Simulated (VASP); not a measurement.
Here is a VASP 6.6.1 calculation.

INCAR

```
SYSTEM = CdTe
ALGO = Fast
EDIFF = 1E-7
EDIFFG = -0.002
ENCUT = 520
GGA = PE
IBRION = 2
ISIF = 3
ISMEAR = 0
LASPH = .True.
LCHARG = .False.
LREAL = .False.
LWAVE = .False.
NELM = 100
NSW = 80
PREC = Accurate
SIGMA = 0.02
```

File KPOINTS:

```
k-points
0
Gamma
  4 4 4
  0 0 0
```

Contents of POSCAR:

```
CdTe
1.0
    0.0000000000      3.2050000000      3.2050000000
    3.2050000000      0.0000000000      3.2050000000
    3.2050000000      3.2050000000      0.0000000000
Cd Te
1 1
Direct
    0.0000000000      0.0000000000      0.0000000000
    0.2500000000      0.2500000000      0.2500000000
```

Potentials or basis: VASP PAW PBE potentials, release 64 (Cd, Te).

Command:

```bash
$ cat potpaw_PBE.64/Cd/POTCAR potpaw_PBE.64/Te/POTCAR > POTCAR
$ mpirun -np 1 vasp_std > vasp.out
```

(1) Estimate the relaxed cell.

(2) Predict the band gap on the k mesh.

(3) Estimate the relaxed volume.

## Answers

(1) a = 4.692 Å, b = 4.692 Å, c = 4.692 Å, α = 60.00°, β = 60.00°, γ = 60.00°.

(2) 0.55 eV, direct.

(3) 36.51 Å³/atom.

Caveat: the k mesh is coarse (spacing up to 0.42 Å⁻¹), so the values aren't converged; spin-orbit coupling is left out, which moves the levels of the heavy elements; the volume moved by +11 % from the deposited cell, more than functionals usually miss.
